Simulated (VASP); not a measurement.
A run of VASP 6.6.1 is set up as follows.

The input INCAR:

```
PREC     = Accurate       # precision mode
ENCUT    = 600            # plane-wave cutoff, eV
EDIFF    = 1E-7           # SCF threshold, eV
ISMEAR   = 0              # smearing method
SIGMA    = 0.03           # smearing width, eV
LREAL    = F              # projectors in reciprocal space
LASPH    = T              # aspherical terms in the spheres
NELM     = 80             # most SCF steps
ALGO     = Normal         # electronic algorithm
ISIF     = 3              # what is computed and relaxed
LWAVE    = F              # write WAVECAR
LCHARG   = F              # write CHGCAR
GGA      = PE             # functional
IBRION   = 2              # ionic algorithm
NSW      = 90             # ionic steps
EDIFFG   = -0.005         # ionic threshold
```

Contents of KPOINTS:

```
regular mesh
0
Gamma
  10 10 10
```

Contents of POSCAR:

```
Ge                                      
1.0
    0.0000000000      2.8863813263      2.8863813263
    2.8863813263      0.0000000000      2.8863813263
    2.8863813263      2.8863813263     -0.0000000000
  Ge            
     2
Direct
     0.7500000000000000    0.7500000000000000    0.7500000000000000
     0.5000000000000000    0.5000000000000000    0.5000000000000000
```

Potentials or basis: VASP PAW PBE potentials, release 64 (Ge_d).

Command:

```sh
$ cat potpaw_PBE.64/Ge_d/POTCAR > POTCAR
$ mpirun -np 1 vasp_std > vasp.out
```

Q: Estimate the relaxed volume.

A: 23.90 Å³/atom.

Q: What does it give for the relaxed cell?

A: a = 4.073 Å, b = 4.073 Å, c = 4.073 Å, α = 60.00°, β = 60.00°, γ = 60.00°.

The path:
```csv
step,energy change (eV),largest force (eV/Å),pressure (GPa),volume (Å³)
1,0.0000,0.0000,-0.43,48.09
2,-0.0003,0.0000,0.16,47.65
3,-0.0004,0.0000,0.03,47.79
```
